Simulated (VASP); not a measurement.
# Cobalt: convergence with the k-mesh and SCF solver, part 2 of 3

How sensitive are energy, pressure and forces of Cobalt to the k-mesh and SCF solver? The series runs use LDA. The atoms of the start are displaced at random from the sites of a P6_3/mmc cell.

VASP 6.6.1; LDA, spin-polarised from a ferromagnetic start; plane waves and PAW (Co).

Still holding for the runs below: The magnetic state follows from one typed start and may not be the lowest.

So far. Step 5 (K-mesh: 7 7 4): Against the run before the energy moves by -15.29 meV an atom and the pressure by -2.26 GPa, after 14 cycles in 13 s.

## 6. K-mesh: 9 9 5

INCAR

```
SYSTEM = Co
PREC = Accurate
ENCUT = 400
EDIFF = 1E-06
NELM = 100
ISMEAR = -1
SIGMA = 0.05
LREAL = .FALSE.
ALGO = Normal
GGA = CA
NBANDS = 19
ISPIN = 2
MAGMOM = 2 2
LASPH = .TRUE.
LMAXMIX = 4
LORBIT = 11
LWAVE = .FALSE.
LCHARG = .FALSE.
KPAR = 2
ISIF = 2
```

POSCAR

```
Co
1.0
    2.5074000000      0.0000000000      0.0000000000
   -1.2537000000      2.1714720974      0.0000000000
    0.0000000000      0.0000000000      4.0699000000
Co
2
Direct
    0.3248340000      0.6738130000      0.2448670000
    0.6657050000      0.3334760000      0.7516660000
```

KPOINTS

```
Automatic mesh
0
Gamma
9 9 5
0 0 0
```

Potentials, in the order of the species: Co (PBE family, release 64).

The run is started by

```console
mpirun -np 2 vasp_std
```

Output:

```text
[... set-up lines as in an earlier step ...]
 entering main loop
       N       E                     dE             d eps       ncg     rms          rms(c)
DAV:   1     0.699285987913E+02    0.69929E+02   -0.70015E+03 16212   0.107E+03
DAV:   2    -0.155738417862E+02   -0.85502E+02   -0.77189E+02 15622   0.200E+02
DAV:   3    -0.188114502748E+02   -0.32376E+01   -0.31337E+01 16965   0.488E+01
DAV:   4    -0.188633330894E+02   -0.51883E-01   -0.51851E-01 20108   0.528E+00
[...]
DAV:  12    -0.161536082607E+02    0.79774E-05   -0.22121E-06 17161   0.144E-02    0.186E-02
DAV:  13    -0.161536049305E+02    0.33303E-05   -0.14088E-06 10952   0.143E-02    0.386E-03
DAV:  14    -0.161536050045E+02   -0.73996E-07   -0.41284E-07  9135   0.722E-03
   1 F= -.16153605E+02 E0= -.16144485E+02  d E =-.182399E-01  mag=     3.0414
```

Run time: 25 s. Hardware: 2 MPI ranks of Intel Xeon Platinum 8488C (Sapphire Rapids), shared host; peak memory 0.34 GiB; 46 s of CPU time.

From OUTCAR (step 6):

```text
  Total       -3.1560195     -3.0898539     -3.2180685      0.0599689     -0.0062291      0.0113611
  in kB     -228.1858139   -223.4019274   -232.6720735      4.3358568     -0.4503757      0.8214259
  external PRESSURE =    -228.0866049 kB  Pullay stress =       0.0000000 kB

 POSITION                                       TOTAL-FORCE (eV/Angst)
 -----------------------------------------------------------------------------------
     -0.03027      1.46317      0.99658         0.049237     -0.026920      0.115196
      1.25111      0.72413      3.05921        -0.049237      0.026920     -0.115196
 -----------------------------------------------------------------------------------
    total drift:                                0.000002     -0.000009      0.000025

  FREE ENERGIE OF THE ION-ELECTRON SYSTEM (eV)
  ---------------------------------------------------
  free  energy   TOTEN  =       -16.1536050045 eV

  energy  without entropy=      -16.1353651025  energy(sigma->0) =      -16.14448505

 magnetization (x)
# of ion       s       p       d       tot
------------------------------------------
    1       -0.014  -0.042   1.587   1.530
    2       -0.014  -0.042   1.587   1.530
--------------------------------------------------
tot         -0.028  -0.085   3.174   3.061

[... 1 part as in an earlier step ...]

[... 2 further parts left out ...]
[key lines of the parts left out:]
E-fermi :   9.5068
```

Against the run before the energy moves by -15.10 meV an atom and the pressure by -0.20 GPa, after 14 cycles in 25 s.

## 7. K-mesh: 12 12 7

INCAR is that of step 6.

POSCAR is that of step 6.

KPOINTS

```
Automatic mesh
0
Gamma
12 12 7
0 0 0
```

The run is started by

```console
mpirun -np 2 vasp_std
```

Output:

```text
[... set-up lines as in an earlier step ...]
 entering main loop
       N       E                     dE             d eps       ncg     rms          rms(c)
DAV:   1     0.700397196639E+02    0.70040E+02   -0.70272E+03 40472   0.107E+03
DAV:   2    -0.155802906986E+02   -0.85620E+02   -0.77211E+02 38936   0.200E+02
DAV:   3    -0.188103761437E+02   -0.32301E+01   -0.31205E+01 42177   0.487E+01
DAV:   4    -0.188617091333E+02   -0.51333E-01   -0.51300E-01 49667   0.524E+00
[...]
DAV:  12    -0.161458715506E+02    0.12736E-04   -0.43989E-06 46658   0.180E-02    0.195E-02
DAV:  13    -0.161458657113E+02    0.58393E-05   -0.17268E-06 29158   0.172E-02    0.872E-03
DAV:  14    -0.161458659096E+02   -0.19830E-06   -0.52546E-07 23891   0.770E-03
   1 F= -.16145866E+02 E0= -.16137072E+02  d E =-.175887E-01  mag=     3.1231
```

It took 57 s on 2 MPI ranks; peak memory 0.56 GiB; 1.9 min of CPU time.

From OUTCAR (step 7):

```text
  Total       -3.0145122     -2.9644614     -3.2475590      0.0454256     -0.0070381      0.0128419
  in kB     -217.9545862   -214.3358263   -234.8042881      3.2843482     -0.5088684      0.9284949
  external PRESSURE =    -222.3649002 kB  Pullay stress =       0.0000000 kB

 POSITION                                       TOTAL-FORCE (eV/Angst)
 -----------------------------------------------------------------------------------
     -0.03027      1.46317      0.99658         0.064423     -0.035414      0.119938
      1.25111      0.72413      3.05921        -0.064423      0.035414     -0.119938
 -----------------------------------------------------------------------------------
    total drift:                                0.000002     -0.000009      0.000024

  FREE ENERGIE OF THE ION-ELECTRON SYSTEM (eV)
  ---------------------------------------------------
  free  energy   TOTEN  =       -16.1458659096 eV

  energy  without entropy=      -16.1282771669  energy(sigma->0) =      -16.13707154

 magnetization (x)
# of ion       s       p       d       tot
------------------------------------------
    1       -0.013  -0.038   1.619   1.568
    2       -0.013  -0.038   1.619   1.568
--------------------------------------------------
tot         -0.025  -0.075   3.237   3.137

[... 1 part as in an earlier step ...]

[... 2 further parts left out ...]
[key lines of the parts left out:]
E-fermi :   9.5017
```

Against the run before the energy moves by +3.71 meV an atom and the pressure by +0.57 GPa, after 14 cycles in 57 s.

## 8. K-mesh: 15 15 8

INCAR is that of step 7.

POSCAR is that of step 7.

KPOINTS

```
Automatic mesh
0
Gamma
15 15 8
0 0 0
```

The run is started by

```console
mpirun -np 2 vasp_std
```

Output:

```text
[... set-up lines as in an earlier step ...]
 entering main loop
       N       E                     dE             d eps       ncg     rms          rms(c)
DAV:   1     0.703971447445E+02    0.70397E+02   -0.69999E+03 71895   0.107E+03
DAV:   2    -0.155919645791E+02   -0.85989E+02   -0.77669E+02 69280   0.200E+02
DAV:   3    -0.188131791875E+02   -0.32212E+01   -0.31048E+01 75570   0.486E+01
DAV:   4    -0.188641079056E+02   -0.50929E-01   -0.50897E-01 87411   0.523E+00
[...]
DAV:  12    -0.161501628165E+02    0.14341E-04   -0.57423E-06 82396   0.190E-02    0.198E-02
DAV:  13    -0.161501576940E+02    0.51225E-05   -0.18087E-06 50098   0.169E-02    0.859E-03
DAV:  14    -0.161501578497E+02   -0.15566E-06   -0.53796E-07 42476   0.803E-03
   1 F= -.16150158E+02 E0= -.16142548E+02  d E =-.152196E-01  mag=     3.1797
```

It took 98 s on 2 MPI ranks; peak memory 0.82 GiB.

OUTCAR, selected parts (step 8):

```text
  Total       -2.9678078     -2.9148858     -3.1796688      0.0479905     -0.0073025      0.0133109
  in kB     -214.5777768   -210.7514240   -229.8957041      3.4697973     -0.5279858      0.9624029
  external PRESSURE =    -218.4083016 kB  Pullay stress =       0.0000000 kB

 POSITION                                       TOTAL-FORCE (eV/Angst)
 -----------------------------------------------------------------------------------
     -0.03027      1.46317      0.99658         0.061915     -0.034029      0.118680
      1.25111      0.72413      3.05921        -0.061915      0.034029     -0.118680
 -----------------------------------------------------------------------------------
    total drift:                                0.000002     -0.000009      0.000024

  FREE ENERGIE OF THE ION-ELECTRON SYSTEM (eV)
  ---------------------------------------------------
  free  energy   TOTEN  =       -16.1501578497 eV

  energy  without entropy=      -16.1349382410  energy(sigma->0) =      -16.14254805

 magnetization (x)
# of ion       s       p       d       tot
------------------------------------------
    1       -0.012  -0.037   1.645   1.596
    2       -0.012  -0.037   1.645   1.596
--------------------------------------------------
tot         -0.024  -0.074   3.290   3.192

[... 1 part as in an earlier step ...]

[... 2 further parts left out ...]
[key lines of the parts left out:]
E-fermi :   9.4994
```

Against the run before the energy moves by -2.74 meV an atom and the pressure by +0.40 GPa, after 14 cycles in 98 s.

## 9. K-mesh: 19 19 10

INCAR is that of step 8.

POSCAR is that of step 8.

KPOINTS

```
Automatic mesh
0
Gamma
19 19 10
0 0 0
```

The run is started by

```console
mpirun -np 2 vasp_std
```

Output:

```text
[... set-up lines as in an earlier step ...]
 entering main loop
       N       E                     dE             d eps       ncg     rms          rms(c)
DAV:   1     0.700924332276E+02    0.70092E+02   -0.70159E+03144491   0.107E+03
DAV:   2    -0.156006663085E+02   -0.85693E+02   -0.77387E+02138803   0.200E+02
DAV:   3    -0.188135239812E+02   -0.32129E+01   -0.31019E+01151526   0.486E+01
DAV:   4    -0.188639703485E+02   -0.50446E-01   -0.50415E-01175288   0.521E+00
[...]
DAV:  12    -0.161497189713E+02    0.11802E-04   -0.46660E-06156953   0.182E-02    0.210E-02
DAV:  13    -0.161497132030E+02    0.57683E-05   -0.17976E-06102421   0.171E-02    0.762E-03
DAV:  14    -0.161497133407E+02   -0.13769E-06   -0.59613E-07 87984   0.815E-03
   1 F= -.16149713E+02 E0= -.16141812E+02  d E =-.158024E-01  mag=     3.1232
```

The job ended after 3.2 min (2 MPI ranks; peak memory 1.4 GiB).

From OUTCAR (step 9):

```text
  Total       -3.0381769     -2.9867492     -3.2057943      0.0466673     -0.0069447      0.0126658
  in kB     -219.6655904   -215.9472710   -231.7846217      3.3741303     -0.5021162      0.9157595
  external PRESSURE =    -222.4658277 kB  Pullay stress =       0.0000000 kB

 POSITION                                       TOTAL-FORCE (eV/Angst)
 -----------------------------------------------------------------------------------
     -0.03027      1.46317      0.99658         0.060035     -0.032973      0.120170
      1.25111      0.72413      3.05921        -0.060035      0.032973     -0.120170
 -----------------------------------------------------------------------------------
    total drift:                                0.000002     -0.000009      0.000024

  FREE ENERGIE OF THE ION-ELECTRON SYSTEM (eV)
  ---------------------------------------------------
  free  energy   TOTEN  =       -16.1497133407 eV

  energy  without entropy=      -16.1339109021  energy(sigma->0) =      -16.14181212

 magnetization (x)
# of ion       s       p       d       tot
------------------------------------------
    1       -0.013  -0.039   1.621   1.569
    2       -0.013  -0.039   1.621   1.569
--------------------------------------------------
tot         -0.026  -0.078   3.242   3.138

[... 1 part as in an earlier step ...]

[... 2 further parts left out ...]
[key lines of the parts left out:]
E-fermi :   9.4984
```

Against the run before the energy moves by +0.37 meV an atom and the pressure by -0.41 GPa, after 14 cycles in 3.2 min.

## 10. The k-mesh series as a table

This step: convergence of LDA results with the mesh; plane waves and PAW (VASP 6.6.1).

Derived from the runs above.

Differences are taken from the run with 19 19 10. Results of the series, by row:

| setting | status | energy less the reference (meV/atom) | pressure (GPa) | largest force difference (meV/Å) | moment (μB) | SCF cycles | wall time (s) |
| --- | --- | --- | --- | --- | --- | --- | --- |
| 3 3 2 | converged | 127.9 | -20.01 | 87.99 | 3.048 | 13 | 3 |
| 4 4 2 | converged | 17.74 | -19.91 | 65.57 | 3.37 | 14 | 4.6 |
| 5 5 3 | converged | 29.05 | -20.35 | 10.81 | 3.417 | 14 | 6.6 |
| 7 7 4 | converged | 13.76 | -22.61 | 27.25 | 3.063 | 14 | 13.2 |
| 9 9 5 | converged | -1.336 | -22.81 | 10.8 | 3.041 | 14 | 25 |
| 12 12 7 | converged | 2.37 | -22.24 | 4.388 | 3.123 | 14 | 57 |
| 15 15 8 | converged | -0.368 | -21.84 | 1.88 | 3.18 | 14 | 98 |
| 19 19 10 | converged | 0 | -22.25 | 0 | 3.123 | 14 | 194 |

## 11. SCF solver: ALGO = Normal

This step: LDA, spin-polarised from a ferromagnetic start; plane waves and PAW (Co) (VASP 6.6.1).

All solvers should reach one answer; they differ in cycles and robustness.

INCAR is that of step 9.

POSCAR is that of step 9.

KPOINTS

```
Automatic mesh
0
Gamma
12 12 7
0 0 0
```

The run is started by

```console
mpirun -np 2 vasp_std
```

Output:

```text
[... set-up lines as in an earlier step ...]
 entering main loop
       N       E                     dE             d eps       ncg     rms          rms(c)
[... 14 cycles as in an earlier step ...]
   1 F= -.16145866E+02 E0= -.16137072E+02  d E =-.175887E-01  mag=     3.1231
```

Run time: 56 s. Hardware: 2 MPI ranks; peak memory 0.56 GiB.

From OUTCAR (step 11):

```text
   NELECT =      18.0000    total number of electrons

 E-fermi :   9.5017

 spin component 1
 k-point     1 :       0.0000    0.0000    0.0000
  band No.  band energies     occupation
    ...
      8       7.7333      1.00000
      9       7.8219      1.00000
     10       8.8023      1.00000
     11       8.8968      0.99999
     12       9.3940      0.89603
     13      15.6920      0.00000
     14      31.3510      0.00000
     15      33.5905      0.00000
     16      33.7213      0.00000
     17      34.2915      0.00000
    ...

 k-point     2 :       0.0833    0.0000    0.0000
  band No.  band energies     occupation
    ...
      7       7.5008      1.00000
      8       7.5979      1.00000
      9       7.7388      1.00000
     10       8.0523      1.00000
     11       8.8576      1.00000
     12      10.5268      0.00000
     13      15.7333      0.00000
     14      29.3963      0.00000
     15      31.5988      0.00000
     16      31.7675      0.00000
    ...

[... 13 parts as in an earlier step ...]

[... 14 further parts left out ...]
```

This step gave:

```
irreducible k points : 506
Fermi energy         : 9.502 eV
pressure             : -22.24 GPa
```

The series starts at -8.0685 eV an atom and -22.24 GPa, after 14 cycles in 56 s.

## 12. SCF solver: ALGO = Fast

INCAR, as its differences from that of step 11:

```diff
@@ -8,3 +8,3 @@
 LREAL = .FALSE.
-ALGO = Normal
+ALGO = Fast
 GGA = CA
```

POSCAR is that of step 11.

KPOINTS is that of step 11.

The run is started by

```console
mpirun -np 2 vasp_std
```

Output:

```text
[... set-up lines as in an earlier step ...]
 entering main loop
       N       E                     dE             d eps       ncg     rms          rms(c)
[... 5 cycles as in an earlier step ...]
RMM:   6    -0.167724352280E+02    0.20904E+01   -0.10276E+01 45319   0.360E+01    0.821E+00
RMM:   7    -0.161957550662E+02    0.57668E+00   -0.13302E+00 44603   0.139E+01    0.397E+00
RMM:   8    -0.161609591836E+02    0.34796E-01   -0.28285E-02 54448   0.103E+00    0.137E+00
RMM:   9    -0.161478897766E+02    0.13069E-01   -0.59534E-03 55347   0.437E-01    0.411E-01
RMM:  10    -0.161460678925E+02    0.18219E-02   -0.12705E-03 54602   0.337E-01    0.146E-01
RMM:  11    -0.161458698232E+02    0.19807E-03   -0.46169E-04 60459   0.121E-01    0.553E-02
RMM:  12    -0.161458702576E+02   -0.43448E-06   -0.57948E-05 57533   0.478E-02    0.341E-02
WARNING in EDDRMM: call to ZHEGV failed, returncode =   8  4     17
RMM:  13    -0.161458666058E+02    0.36519E-05   -0.13037E-05 53171   0.369E-02    0.117E-02
WARNING in EDDRMM: call to ZHEGV failed, returncode =   8  4     18
WARNING in EDDRMM: call to ZHEGV failed, returncode =   8  4     18
WARNING in EDDRMM: call to ZHEGV failed, returncode =   6  3     17
RMM:  14    -0.161458656748E+02    0.93096E-06   -0.55452E-06 47871   0.182E-02
   1 F= -.16145866E+02 E0= -.16137071E+02  d E =-.175885E-01  mag=     3.1230
```

Wall time 61 s (2 MPI ranks); peak memory 0.56 GiB.

From OUTCAR (step 12):

```text
  Total       -3.0198765     -2.9697979     -3.2530182      0.0454605     -0.0070348      0.0128394
  in kB     -218.3424362   -214.7216629   -235.1989918      3.2868756     -0.5086309      0.9283114
  external PRESSURE =    -222.7543636 kB  Pullay stress =       0.0000000 kB

 POSITION                                       TOTAL-FORCE (eV/Angst)
 -----------------------------------------------------------------------------------
     -0.03027      1.46317      0.99658         0.064400     -0.035411      0.119937
      1.25111      0.72413      3.05921        -0.064400      0.035411     -0.119937
 -----------------------------------------------------------------------------------
    total drift:                                0.000002     -0.000009      0.000024

  FREE ENERGIE OF THE ION-ELECTRON SYSTEM (eV)
  ---------------------------------------------------
  free  energy   TOTEN  =       -16.1458656748 eV

  energy  without entropy=      -16.1282771758  energy(sigma->0) =      -16.13707143

[... 3 parts as in an earlier step ...]

[... 1 further part left out ...]
[key lines of the parts left out:]
E-fermi :   9.5018
```

Against the first of the series the energy stays within 0.01 meV an atom; the pressure moves by -0.04 GPa, after 14 cycles in 61 s.

## 13. SCF solver: ALGO = VeryFast

INCAR, as its differences from that of step 12:

```diff
@@ -8,3 +8,3 @@
 LREAL = .FALSE.
-ALGO = Fast
+ALGO = VeryFast
 GGA = CA
```

POSCAR is that of step 12.

KPOINTS is that of step 12.

The run is started by

```console
mpirun -np 2 vasp_std
```

Output:

```text
[... set-up lines as in an earlier step ...]
 entering main loop
       N       E                     dE             d eps       ncg     rms          rms(c)
RMM:   1     0.691301488529E+02    0.69130E+02   -0.44300E+03 19228   0.827E+02
RMM:   2    -0.101937617877E+02   -0.79324E+02   -0.71480E+02 19228   0.169E+02
RMM:   3    -0.174187310640E+02   -0.72250E+01   -0.41451E+01 19228   0.613E+01
RMM:   4    -0.187638014559E+02   -0.13451E+01   -0.29156E+00 19228   0.157E+01
[...]
RMM:  19    -0.161458700267E+02    0.88690E-05   -0.32118E-05 53918   0.455E-02    0.201E-02
RMM:  20    -0.161458658679E+02    0.41588E-05   -0.94005E-06 53040   0.249E-02    0.969E-03
RMM:  21    -0.161458658089E+02    0.59008E-07   -0.19139E-06 30368   0.105E-02
   1 F= -.16145866E+02 E0= -.16137071E+02  d E =-.175887E-01  mag=     3.1231
```

Run time: 81 s. Hardware: 2 MPI ranks; peak memory 0.57 GiB; 2.6 min of CPU time.

OUTCAR, selected parts (step 13):

```text
  Total       -3.0041490     -2.9540645     -3.2372782      0.0454627     -0.0070344      0.0128397
  in kB     -217.2053120   -213.5841102   -234.0609625      3.2870322     -0.5086027      0.9283316
  external PRESSURE =    -221.6167949 kB  Pullay stress =       0.0000000 kB

 POSITION                                       TOTAL-FORCE (eV/Angst)
 -----------------------------------------------------------------------------------
     -0.03027      1.46317      0.99658         0.064436     -0.035421      0.120086
      1.25111      0.72413      3.05921        -0.064436      0.035421     -0.120086
 -----------------------------------------------------------------------------------
    total drift:                                0.000002     -0.000009      0.000024

  FREE ENERGIE OF THE ION-ELECTRON SYSTEM (eV)
  ---------------------------------------------------
  free  energy   TOTEN  =       -16.1458658089 eV

  energy  without entropy=      -16.1282770933  energy(sigma->0) =      -16.13707145

[... 3 parts as in an earlier step ...]

[... 1 further part left out ...]
[key lines of the parts left out:]
E-fermi :   9.5017
```

Against the first of the series the energy stays within 0.01 meV an atom; the pressure moves by +0.07 GPa, after 21 cycles in 81 s.

[end of part 2 of 3]

[Lines on the potential files, build, host, timing and source positions are cut from VASP's logs without a mark.]

[Logs are printed without paths, hosts, clocks, repeated set-up lines and the standing remarks that a program may print on its own settings, such as how far it seeks lower states.]

[Hosts, paths, dates, database ids (printed as entryN), source tags and the programs' standing remarks are cut or masked in the printed files.]

[A measured line is paired with the nearest computed mode of its activity, which favours agreement.]
